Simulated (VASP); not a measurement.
```
CELL_PARAMETERS angstrom
      4.76275     0.00000     0.00000
      0.00000     4.76275     0.00000
      0.00000     0.00000     4.76275
ATOMIC_POSITIONS crystal
  Si 0.16242 0.33758 0.66242
  Si 0.33758 0.66242 0.16242
  Si 0.66242 0.16242 0.33758
  Si 0.83758 0.83758 0.83758
  Ru 0.87059 0.62941 0.37059
  Ru 0.62941 0.37059 0.87059
  Ru 0.37059 0.87059 0.62941
  Ru 0.12941 0.12941 0.12941
```

The numbers are results of PBE GGA, VASP's PBE PAW potentials (set 64) (plane waves; VASP), not measurements. Numerical set-up: EDIFF = 1E-04, 300 eV cut-off, 4×4×4 Γ-centred mesh shifted by (0.5, 0.5, 0.5), Fermi-Dirac smearing of 0.14 eV, potentials Si Ru_pv.

At this cut-off the stress carries a Pulay error, which pulls relaxed volumes low.

Q: The ions, cell shape and volume are relaxed. Which structure does the run end with?

A: 
```
CELL_PARAMETERS angstrom
      4.73239     0.00000     0.00000
      0.00000     4.73239     0.00000
      0.00000     0.00000     4.73239
ATOMIC_POSITIONS crystal
  Si 0.16175 0.33825 0.66175
  Si 0.33825 0.66175 0.16175
  Si 0.66175 0.16175 0.33825
  Si 0.83825 0.83825 0.83825
  Ru 0.87011 0.62989 0.37011
  Ru 0.62989 0.37011 0.87011
  Ru 0.37011 0.87011 0.62989
  Ru 0.12989 0.12989 0.12989
```
Space group P2_13 (198), at a tolerance of 0.03 Å.

Q: How do energy and volume change from the first to the last step?

A: The energy (σ→0) changes by -3.7 meV/atom and the volume by -1.9 %, in 15 ionic steps.

The structure comes from a computed database's SiRu entry; how it stands against other phases isn't given here. This run relaxes it. Symmetry was kept, so distortions that lower it aren't found. The run is one of a series of settings (EDIFF = 1E-04, EDIFFG = -0.01, IBRION = 2, ISIF = 3, ISMEAR = -1, NSW = 50, SIGMA = 0.136, KPOINTS 4×4×4 Γ-centred mesh shifted by (0.5, 0.5, 0.5) against the base run), some of them coarse on purpose.
